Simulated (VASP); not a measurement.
# A VASP study of In2Ni3S2 (PBEsol + U): structure first, properties next, part 7 of 8

What structure and properties does PBEsol + U give In2Ni3S2, and how near are they to the measured ones? The start is a computed cell from the Materials Project.

VASP 6.6.1; PBEsol, DFT+U (Ni d 4 eV), spin-polarised from a ferromagnetic start; plane waves and PAW (In_d, Ni, S).

So far. Step 5 (Bands along the symmetry lines (PBEsol + U)): There is no gap at this level. Step 6 (Density of states (PBEsol + U)): The finer mesh and the other smearing move the Fermi level by -0.12 eV from the 5×5×5 run, one measure of the sampling error in the zero of the bands above. Of the states within 0.3 eV of the Fermi level, the largest shares in the PAW spheres are Ni d 53 %, S p 11 % and In s 7 %. The relaxed cell has a = 5.255, c = 13.360 Å (conventional setting).

**7. Zone-centre phonons (PBEsol + U)**

Zone-centre modes test whether the atoms sit at a minimum within this cell. IBRION = 6 takes the force constants from differences of forces between displaced cells, so the forces must be tight.

INCAR

```
SYSTEM = In2Ni3S2
PREC = Accurate
ENCUT = 400
EDIFF = 1E-08
NELM = 100
ISMEAR = 1
SIGMA = 0.2
LREAL = .FALSE.
ALGO = Normal
GGA = PS
NBANDS = 47
ISPIN = 2
MAGMOM = 0 0 1 1 1 0 0
LDAU = .TRUE.
LDAUTYPE = 2
LDAUL = -1 2 -1
LDAUU = 0 4 0
LDAUJ = 0 0 0
LDAUPRINT = 1
LASPH = .TRUE.
LMAXMIX = 4
LORBIT = 11
LWAVE = .FALSE.
LCHARG = .FALSE.
KPAR = 4
IBRION = 6
NFREE = 2
POTIM = 0.015
ISIF = 2
NSW = 1
```

POSCAR

```
In2Ni3S2
1.0
    2.6273708300      1.5169132559      4.4533147598
   -2.6273708300      1.5169132559      4.4533147598
    0.0000000000     -3.0338265120      4.4533147598
In Ni S
2 3 2
Direct
    0.5000000000      0.5000000000      0.5000000000
    0.0000000000      0.0000000000      0.0000000000
    0.5000000000      0.0000000000      0.0000000000
    0.0000000000      0.5000000000      0.0000000000
    0.0000000000      0.0000000000      0.5000000000
    0.7229644029      0.7229644029      0.7229644029
    0.2770355971      0.2770355971      0.2770355971
```

KPOINTS

```
Automatic mesh
0
Gamma
7 7 7
0 0 0
```

Potentials, in the order of the species: In_d, Ni and S (PBE family, release 64).

Run with:

```console
$ mpirun -np 4 vasp_std
```

The log of the run:

```text
[... set-up lines as in an earlier step ...]
 entering main loop
       N       E                     dE             d eps       ncg     rms          rms(c)
DAV:   1     0.597612654727E+03    0.59761E+03   -0.25192E+04  8302   0.163E+03
DAV:   2     0.495229548022E+02   -0.54809E+03   -0.52229E+03  8286   0.413E+02
DAV:   3    -0.267699315982E+02   -0.76293E+02   -0.73903E+02  9038   0.172E+02
DAV:   4    -0.308104955881E+02   -0.40406E+01   -0.40030E+01  9680   0.395E+01
DAV:   5    -0.309928818925E+02   -0.18239E+00   -0.18231E+00 12287   0.827E+00    0.225E+01
DAV:   6    -0.317705567740E+02   -0.77767E+00   -0.16471E+01 10083   0.562E+01    0.162E+01
DAV:   7    -0.296374307014E+02    0.21331E+01   -0.88380E+00 10652   0.478E+01    0.795E+00
DAV:   8    -0.295778681079E+02    0.59563E-01   -0.12768E+00 11119   0.837E+00    0.224E+00
DAV:   9    -0.295845791974E+02   -0.67111E-02   -0.22186E-01 10065   0.490E+00    0.141E+00
DAV:  10    -0.295868784094E+02   -0.22992E-02   -0.34093E-02 11006   0.129E+00    0.110E+00
DAV:  11    -0.295883915847E+02   -0.15132E-02   -0.81755E-03 12572   0.781E-01    0.447E-01
DAV:  12    -0.295888567328E+02   -0.46515E-03   -0.25898E-03 11418   0.445E-01    0.223E-01
DAV:  13    -0.295889845668E+02   -0.12783E-03   -0.77803E-04  9515   0.167E-01    0.164E-01
DAV:  14    -0.295890789409E+02   -0.94374E-04   -0.11657E-04 14852   0.141E-01    0.540E-02
DAV:  15    -0.295890920983E+02   -0.13157E-04   -0.75270E-05 11070   0.740E-02    0.276E-02
DAV:  16    -0.295890938425E+02   -0.17442E-05   -0.14958E-05 10385   0.275E-02    0.139E-02
DAV:  17    -0.295890937550E+02    0.87512E-07   -0.16178E-06 13256   0.107E-02    0.746E-03
DAV:  18    -0.295890935515E+02    0.20345E-06   -0.46580E-07 10964   0.833E-03    0.267E-03
DAV:  19    -0.295890935674E+02   -0.15832E-07   -0.15512E-07  9905   0.347E-03    0.104E-03
DAV:  20    -0.295890935700E+02   -0.26475E-08   -0.43841E-08  7949   0.145E-03
   1 F= -.29589094E+02 E0= -.29590808E+02  d E =0.514210E-02  mag=     0.0000
 Found     8 degrees of freedom:
 Finite differences POTIM= 0.01500 DOF=   8
 bond charge predicted
       N       E                     dE             d eps       ncg     rms          rms(c)
DAV:   1    -0.295851219671E+02    0.39716E-02   -0.11908E+00 22995   0.329E+00    0.256E-01
DAV:   2    -0.295881818878E+02   -0.30599E-02   -0.31460E-02 25037   0.101E+00    0.837E-02
DAV:   3    -0.295882142146E+02   -0.32327E-04   -0.55532E-04 29291   0.230E-01    0.827E-02
DAV:   4    -0.295882170992E+02   -0.28846E-05   -0.46574E-05 22171   0.989E-02    0.694E-02
DAV:   5    -0.295882158145E+02    0.12847E-05   -0.17078E-05 23350   0.977E-02    0.524E-02
DAV:   6    -0.295882158181E+02   -0.36489E-08   -0.15512E-05 24458   0.907E-02    0.210E-02
DAV:   7    -0.295882143374E+02    0.14808E-05   -0.90207E-06 25752   0.536E-02    0.588E-03
DAV:   8    -0.295882144814E+02   -0.14408E-06   -0.15949E-06 28368   0.160E-02    0.391E-03
DAV:   9    -0.295882145129E+02   -0.31422E-07   -0.25029E-07 26126   0.651E-03    0.264E-03
DAV:  10    -0.295882145360E+02   -0.23088E-07   -0.39535E-08 18576   0.410E-03    0.821E-04
DAV:  11    -0.295882145327E+02    0.32705E-08   -0.14920E-08 13198   0.288E-03
   2 F= -.29588215E+02 E0= -.29589929E+02  d E =0.514387E-02  mag=     0.0000
[... from here on, the cycles between the ionic steps are left out ...]
   3 F= -.29588215E+02 E0= -.29589929E+02  d E =0.514383E-02  mag=     0.0000
   4 F= -.29588969E+02 E0= -.29590684E+02  d E =0.514473E-02  mag=     0.0000
   5 F= -.29588969E+02 E0= -.29590684E+02  d E =0.514469E-02  mag=    -0.0000
   6 F= -.29588788E+02 E0= -.29590502E+02  d E =0.513952E-02  mag=    -0.0000
   7 F= -.29588788E+02 E0= -.29590502E+02  d E =0.513961E-02  mag=    -0.0000
   8 F= -.29588216E+02 E0= -.29589930E+02  d E =0.514261E-02  mag=     0.0000
   9 F= -.29588216E+02 E0= -.29589931E+02  d E =0.514271E-02  mag=     0.0000
  10 F= -.29587696E+02 E0= -.29589410E+02  d E =0.514256E-02  mag=    -0.0000
  11 F= -.29587696E+02 E0= -.29589410E+02  d E =0.514250E-02  mag=     0.0000
  12 F= -.29588037E+02 E0= -.29589751E+02  d E =0.514178E-02  mag=    -0.0000
  13 F= -.29588037E+02 E0= -.29589751E+02  d E =0.514178E-02  mag=     0.0000
  14 F= -.29588004E+02 E0= -.29589715E+02  d E =0.513481E-02  mag=    -0.0000
  15 F= -.29588004E+02 E0= -.29589715E+02  d E =0.513482E-02  mag=     0.0000
  16 F= -.29586815E+02 E0= -.29588551E+02  d E =0.520814E-02  mag=    -0.0000
 Finite differences progress:
  Degree of freedom:   8/  8
  Displacement:        1/  2
  Total:              15/ 16
 bond charge predicted
       N       E                     dE             d eps       ncg     rms          rms(c)
DAV:   1    -0.295792904016E+02    0.75246E-02   -0.77622E-01  8944   0.296E+00    0.528E-01
DAV:   2    -0.295880656990E+02   -0.87753E-02   -0.96660E-02 11004   0.162E+00    0.278E-01
DAV:   3    -0.295880196944E+02    0.46005E-04   -0.22435E-03  9660   0.348E-01    0.167E-01
DAV:   4    -0.295880282902E+02   -0.85958E-05   -0.91278E-04 10610   0.403E-01    0.152E-01
DAV:   5    -0.295878944515E+02    0.13384E-03   -0.60823E-04 12102   0.266E-01    0.362E-02
DAV:   6    -0.295879019146E+02   -0.74631E-05   -0.78016E-05  9876   0.421E-02    0.375E-02
DAV:   7    -0.295879004662E+02    0.14484E-05   -0.41222E-06  9454   0.183E-02    0.266E-02
DAV:   8    -0.295878982677E+02    0.21985E-05   -0.88260E-06 11654   0.168E-02    0.659E-03
DAV:   9    -0.295878984589E+02   -0.19122E-06   -0.33753E-06  9228   0.104E-02    0.658E-03
DAV:  10    -0.295878984280E+02    0.30941E-07   -0.19578E-07 13085   0.325E-03    0.324E-03
DAV:  11    -0.295878984067E+02    0.21231E-07   -0.31578E-08  8844   0.121E-03    0.105E-03
DAV:  12    -0.295878984121E+02   -0.53169E-08   -0.15032E-08  6342   0.780E-04
  17 F= -.29587898E+02 E0= -.29589578E+02  d E =0.503997E-02  mag=    -0.0000
 Finite differences progress:
  Degree of freedom:   8/  8
  Displacement:        2/  2
  Total:              16/ 16
```

Elapsed: 26 min, on 4 MPI ranks of Intel Xeon Platinum 8488C (Sapphire Rapids), shared host; peak memory 5.6 GiB.

OUTCAR, selected parts (step 7):

```text
   k-points           NKPTS =     44   k-points in BZ     NKDIM =     44   number of bands    NBANDS=     47

   NELECT =      68.0000    total number of electrons

atom =   3  type =  2  l = 2

 onsite density matrix

spin component  1

  0.8871  0.0158 -0.0347  0.0389 -0.0074
  0.0158  0.8889  0.0214 -0.0584  0.0206
 -0.0347  0.0214  0.8755  0.0371 -0.0200
  0.0389 -0.0584  0.0371  0.8215  0.0158
 -0.0074  0.0206 -0.0200  0.0158  0.8956

spin component  2

 occupancies and eigenvectors

  o =  0.7443  v =  0.3467 -0.4140  0.3925 -0.7171  0.2002  0.0000  0.0000  0.0000  0.0000  0.0000      0.0000  0.0000  0.0000  0.0000  0.0000  0.0000  0.0000  0.0000  0.0000  0.0000
  o =  0.7443  v =  0.0000  0.0000  0.0000  0.0000  0.0000  0.3467 -0.4140  0.3925 -0.7171  0.2002      0.0000  0.0000  0.0000  0.0000  0.0000  0.0000  0.0000  0.0000  0.0000  0.0000
  o =  0.8819  v = -0.4203 -0.2775 -0.6756 -0.4806 -0.2426  0.0000  0.0000  0.0000  0.0000  0.0000      0.0000  0.0000  0.0000  0.0000  0.0000  0.0000  0.0000  0.0000  0.0000  0.0000
  o =  0.8819  v =  0.0000  0.0000  0.0000  0.0000  0.0000 -0.4203 -0.2775 -0.6756 -0.4806 -0.2426      0.0000  0.0000  0.0000  0.0000  0.0000  0.0000  0.0000  0.0000  0.0000  0.0000
  o =  0.8951  v =  0.0000  0.0000  0.0000  0.0000  0.0000 -0.4618 -0.3320  0.0000  0.1917  0.7999      0.0000  0.0000  0.0000  0.0000  0.0000  0.0000  0.0000  0.0000  0.0000  0.0000
  o =  0.8951  v = -0.4618 -0.3320  0.0000  0.1917  0.7999  0.0000  0.0000  0.0000  0.0000  0.0000      0.0000  0.0000  0.0000  0.0000  0.0000  0.0000  0.0000  0.0000  0.0000  0.0000
  o =  0.9199  v = -0.6732 -0.0400  0.6240 -0.0693 -0.3886  0.0000  0.0000  0.0000  0.0000  0.0000      0.0000  0.0000  0.0000  0.0000  0.0000  0.0000  0.0000  0.0000  0.0000  0.0000
  o =  0.9199  v =  0.0000  0.0000  0.0000  0.0000  0.0000 -0.6732 -0.0400  0.6240 -0.0693 -0.3886      0.0000  0.0000  0.0000  0.0000  0.0000  0.0000  0.0000  0.0000  0.0000  0.0000
  o =  0.9274  v =  0.0000  0.0000  0.0000  0.0000  0.0000 -0.1917  0.7999 -0.0000 -0.4618  0.3320      0.0000  0.0000  0.0000  0.0000  0.0000  0.0000  0.0000  0.0000  0.0000  0.0000
  o =  0.9274  v = -0.1917  0.7999 -0.0000 -0.4618  0.3320  0.0000  0.0000  0.0000  0.0000  0.0000      0.0000  0.0000  0.0000  0.0000  0.0000  0.0000  0.0000  0.0000  0.0000  0.0000

atom =   4  type =  2  l = 2

 onsite density matrix

spin component  1

  0.8871 -0.0158  0.0347  0.0389  0.0074
 -0.0158  0.8889  0.0214  0.0584  0.0206
  0.0347  0.0214  0.8755 -0.0371 -0.0200
  0.0389  0.0584 -0.0371  0.8215 -0.0158
  0.0074  0.0206 -0.0200 -0.0158  0.8956

spin component  2

 occupancies and eigenvectors

  o =  0.7443  v = -0.3467 -0.4140  0.3925  0.7171  0.2002  0.0000  0.0000  0.0000  0.0000  0.0000      0.0000  0.0000  0.0000  0.0000  0.0000  0.0000  0.0000  0.0000  0.0000  0.0000
  o =  0.7443  v =  0.0000  0.0000  0.0000  0.0000  0.0000 -0.3467 -0.4140  0.3925  0.7171  0.2002      0.0000  0.0000  0.0000  0.0000  0.0000  0.0000  0.0000  0.0000  0.0000  0.0000
  o =  0.8819  v =  0.4203 -0.2775 -0.6756  0.4806 -0.2426  0.0000  0.0000  0.0000  0.0000  0.0000      0.0000  0.0000  0.0000  0.0000  0.0000  0.0000  0.0000  0.0000  0.0000  0.0000
  o =  0.8819  v =  0.0000  0.0000  0.0000  0.0000  0.0000  0.4203 -0.2775 -0.6756  0.4806 -0.2426      0.0000  0.0000  0.0000  0.0000  0.0000  0.0000  0.0000  0.0000  0.0000  0.0000
  o =  0.8951  v =  0.0000  0.0000  0.0000  0.0000  0.0000  0.4618 -0.3320  0.0000 -0.1917  0.7999      0.0000  0.0000  0.0000  0.0000  0.0000  0.0000  0.0000  0.0000  0.0000  0.0000
  o =  0.8951  v =  0.4618 -0.3320  0.0000 -0.1917  0.7999  0.0000  0.0000  0.0000  0.0000  0.0000      0.0000  0.0000  0.0000  0.0000  0.0000  0.0000  0.0000  0.0000  0.0000  0.0000
  o =  0.9199  v = -0.6732  0.0400 -0.6240 -0.0693  0.3886  0.0000  0.0000  0.0000  0.0000  0.0000      0.0000  0.0000  0.0000  0.0000  0.0000  0.0000  0.0000  0.0000  0.0000  0.0000
[...]
0.000000 -1.516913  2.226657    -0.000000    0.470886   -0.216538
      0.000000 -0.000000  9.658764     0.000000   -0.000000    0.249565
      0.000000 -0.000000  3.701180     0.000000   -0.000000    0.249565

   8 f  =    6.834635 THz    42.943276 2PiTHz  227.978871 cm-1    28.265765 meV
             X         Y         Z           dx          dy          dz
      0.000000 -0.000000  6.679972     0.000001   -0.442649    0.000000
      0.000000  0.000000  0.000000    -0.000000    0.046990   -0.000000
      1.313685  0.758457  2.226657    -0.376270    0.471700   -0.014401
     -1.313685  0.758457  2.226657     0.376270    0.471698   -0.014401
      0.000000 -1.516913  2.226657    -0.000002   -0.180020    0.028802
      0.000000 -0.000000  9.658764     0.000000   -0.141499   -0.000000
      0.000000 -0.000000  3.701180     0.000000   -0.141499   -0.000000

   9 f  =    6.834635 THz    42.943276 2PiTHz  227.978871 cm-1    28.265765 meV
             X         Y         Z           dx          dy          dz
      0.000000 -0.000000  6.679972     0.442649    0.000001   -0.000000
      0.000000  0.000000  0.000000    -0.046990   -0.000000   -0.000000
      1.313685  0.758457  2.226657    -0.037218    0.376269    0.024943
     -1.313685  0.758457  2.226657    -0.037221   -0.376272   -0.024943
      0.000000 -1.516913  2.226657    -0.688938    0.000001   -0.000000
      0.000000 -0.000000  9.658764     0.141499    0.000000   -0.000000
      0.000000 -0.000000  3.701180     0.141499    0.000000   -0.000000

  10 f  =    4.668885 THz    29.335470 2PiTHz  155.737243 cm-1    19.308949 meV
             X         Y         Z           dx          dy          dz
      0.000000 -0.000000  6.679972     0.000000   -0.000000    0.000000
      0.000000  0.000000  0.000000    -0.000000   -0.000000    0.000000
      1.313685  0.758457  2.226657     0.288675   -0.500000    0.000000
     -1.313685  0.758457  2.226657     0.288675    0.500000   -0.000000
      0.000000 -1.516913  2.226657    -0.577350    0.000000   -0.000000
      0.000000 -0.000000  9.658764    -0.000000    0.000000   -0.000000
      0.000000 -0.000000  3.701180    -0.000000    0.000000   -0.000000

  11 f  =    4.636183 THz    29.129999 2PiTHz  154.646431 cm-1    19.173705 meV
             X         Y         Z           dx          dy          dz
      0.000000 -0.000000  6.679972    -0.000000   -0.000000    0.030532
      0.000000  0.000000  0.000000    -0.000000   -0.000000    0.777358
      1.313685  0.758457  2.226657     0.125181    0.072273   -0.232592
     -1.313685  0.758457  2.226657    -0.125181    0.072273   -0.232592
      0.000000 -1.516913  2.226657     0.000000   -0.144546   -0.232592
      0.000000 -0.000000  9.658764    -0.000000    0.000000   -0.291380
      0.000000 -0.000000  3.701180    -0.000000    0.000000   -0.291380

  12 f  =    4.325646 THz    27.178833 2PiTHz  144.288009 cm-1    17.889425 meV
             X         Y         Z           dx          dy          dz
      0.000000 -0.000000  6.679972    -0.000002   -0.222315    0.000000
      0.000000  0.000000  0.000000    -0.000002   -0.235193   -0.000000
      1.313685  0.758457  2.226657     0.170953    0.140593    0.316560
     -1.313685  0.758457  2.226657    -0.170947    0.140591    0.316552
    [... 90 further lines ...]
      0.000000 -1.516913  2.226657    -0.000000    0.000054   -0.354120
      0.000000 -0.000000  9.658764    -0.000000   -0.000000   -0.261554
      0.000000 -0.000000  3.701180    -0.000000   -0.000000   -0.261554

 ELASTIC MODULI CONTR FROM IONIC RELAXATION (kBar)
 Direction    XX          YY          ZZ          XY          YZ          ZX
 --------------------------------------------------------------------------------
 XX        -287.9557   -101.0958   -328.5987     -0.0000    167.6857      0.0000
 YY        -101.0958   -287.9557   -328.5987      0.0000   -167.6857     -0.0000
 ZZ        -328.5987   -328.5987   -555.0787     -0.0000      0.0000      0.0000
 XY          -0.0000      0.0000     -0.0000    -93.4299      0.0000    167.6858
 YZ         167.6857   -167.6857      0.0000      0.0000   -300.9580     -0.0000
 ZX           0.0000     -0.0000      0.0000    167.6858     -0.0000   -300.9584
 --------------------------------------------------------------------------------

 magnetization (x)
# of ion       s       p       d       tot
------------------------------------------
    1       -0.000   0.000  -0.000   0.000
    2        0.000  -0.000   0.000  -0.000
    3       -0.000  -0.000  -0.000  -0.000
    4       -0.000  -0.000  -0.000  -0.000
    5       -0.000  -0.000  -0.000  -0.000
    6        0.000   0.000   0.000   0.000
    7        0.000   0.000   0.000   0.000
--------------------------------------------------
tot         -0.000   0.000  -0.000  -0.000

[... 7 parts as in an earlier step ...]

[... 9 further parts left out ...]
[key lines of the parts left out:]
E-fermi :   8.8315
```

The magnetic state follows from one typed start and may not be the lowest. The last energy, forces, stress and levels in OUTCAR belong to the last displaced cell, not to the cell of POSCAR.

Numbers from this step:

```yaml
bands: 47
pressure_of_the_cell: -0.1962 GPa
largest_force_of_the_cell: 0.03518 eV/Å
```

Modes at Γ, with each element's share of the kinetic energy:

```csv
mode,frequency (cm⁻¹),symmetry,In %,Ni %,S %
1,-0.2,acoustic,49,38,14
2,-0.1,acoustic,49,37,14
3,-0.1,acoustic,49,37,14
4,56.6,A2u,84,13,3
5,85.3,Eu,85,13,2
6,85.3,Eu,85,13,2
7,132.2,Eu,36,32,32
8,132.2,Eu,36,32,32
9,144.3,Eu,10,89,1
10,144.3,Eu,10,89,1
11,154.6,A2u,61,22,17
12,155.7,A1u,0,100,0
13,228.0,Eu,20,76,4
14,228.0,Eu,20,76,4
15,238.6,A2u,7,81,12
16,301.9,Eg,0,0,100
17,301.9,Eg,0,0,100
18,370.9,Eu,0,53,47
19,370.9,Eu,0,53,47
20,397.9,A1g,0,0,100
21,411.4,A2u,0,46,54
```

Displacements in mode 4 (56.6 cm⁻¹), the largest set to 1:
```
In1  0.00  0.00  1.00
In2  0.00  0.00 -0.34
Ni3 -0.05 -0.03 -0.34
Ni4  0.05 -0.03 -0.34
Ni5  0.00  0.05 -0.34
S6   0.00  0.00 -0.25
S7   0.00  0.00 -0.25
```

Displacements in mode 12 (155.7 cm⁻¹), the largest set to 1:
```
In1  0.00  0.00  0.00
In2  0.00  0.00  0.00
Ni3  0.50 -0.87  0.00
Ni4  0.50  0.87  0.00
Ni5 -1.00  0.00  0.00
S6   0.00  0.00  0.00
S7   0.00  0.00  0.00
```

The three acoustic modes lie within 0.2 cm⁻¹ of zero, and all others are real. By the characters of their eigenvectors the optical modes sort into (cm⁻¹) Raman active: Eg 302, A1g 398; infrared active: A2u 57, Eu 85, Eu 132, Eu 144, A2u 155, Eu 228, A2u 239, Eu 371, A2u 411; silent: A1u 156. With a centre of inversion no mode is active in both.

(Continued in part 8 of 8.)

[Lines on the potential files, build, host, timing and source positions are cut from VASP's logs without a mark.]

[Logs are printed without paths, hosts, clocks, repeated set-up lines and the standing remarks that a program may print on its own settings, such as how far it seeks lower states.]

[Hosts, paths, dates, database ids (printed as entryN), source tags and the programs' standing remarks are cut or masked in the printed files.]

[A measured line is paired with the nearest computed mode of its activity, which favours agreement.]

[In band tables of VASP the shares of atoms and orbitals are scaled to a sum of 1 inside the atoms' spheres.]
